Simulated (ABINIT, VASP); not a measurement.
An input for ABINIT (LDA (PW92), norm-conserving pseudopotentials (PseudoDojo nc-sr-04 LDA standard)):

```
# SrCaI4, PseudoDojo nc-sr-04 LDA standard
pp_dirpath "./"
pseudos "Sr.upf, Ca.upf, I.upf"
acell 13.7586045846 8.8101110629 15.3244504951
rprim
         1.0000000000    0.0000000000    0.0000000000
         0.0000000000    1.0000000000    0.0000000000
        -0.0039408831    0.0000000000    0.9999922347
natom 6
ntypat 3
znucl 38 20 53
typat 1 2 3 3 3 3
xred
         0.0013220000    0.0030840000    0.9983090000
         0.0012430000    0.5000920000    0.4981980000
         0.2381530000    0.9986510000    0.3471840000
         0.7610000000    0.0030440000    0.6527510000
         0.2496040000    0.5004610000    0.8244860000
         0.7486790000    0.4946680000    0.1790710000
ecut 72 Ry
ixc 7
occopt 1
nband 28
kptopt 1
ngkpt 2 3 2
nshiftk 1
shiftk 0 0 0
nstep 60
tolvrs 1.0e-11
prtwf 0
prtden 0
```

Task: Translate it to VASP.

Result: One set of files that does it:

**INCAR**
```
# general
SYSTEM =SrCaI4
PREC   =Accurate
ENCUT  =300
LREAL  =.False.
LASPH  =.True.   # aspherical one-centre terms

# electronic loop
EDIFF  =1E-6   # SCF stop (eV)
NELM   =100   # most electronic steps
ALGO   =Normal
LMAXMIX=4

# smearing
ISMEAR =0
SIGMA  =0.01   # width (eV)

# ions
ISIF   =2   # forces and stress, cell fixed

# output
LWAVE  =.False.
LCHARG =.False.
```

POSCAR:
```
SrCaI4
1
    7.2807400000     0.0000000000     0.0000000000
    0.0000000000     4.6621100000     0.0000000000
   -0.0319580000     0.0000000000     8.1092870000
Sr Ca I
1 1 4
Direct
  0.0013220000   0.0030840000  -0.0016910000
  0.0012430000   0.5000920000   0.4981980000
  0.2381530000  -0.0013490000   0.3471840000
  0.7610000000   0.0030440000   0.6527510000
  0.2496040000   0.5004610000   0.8244860000
  0.7486790000   0.4946680000   0.1790710000
```

### KPOINTS
```
Automatic mesh
0
Gamma
2 3 2
0 0 0
```

POTCAR, in this order: Sr_sv Ca_sv I (LDA.64 set). Program: vasp_std.

Both are inputs of real runs that ended normally. What can't carry over is the choice of potentials or basis and its cut-off, and each code's defaults.

Fixed occupations appear in VASP as a very narrow Gaussian smearing.

VASP's LDA is the Perdew-Zunger fit; the other code's may be Perdew-Wang, which differs slightly.

The structure comes from a computed database's SrCaI4 entry; how it stands against other phases isn't given here. The cell was not relaxed at this level, atoms are displaced from their ideal sites, and it may have been scaled.
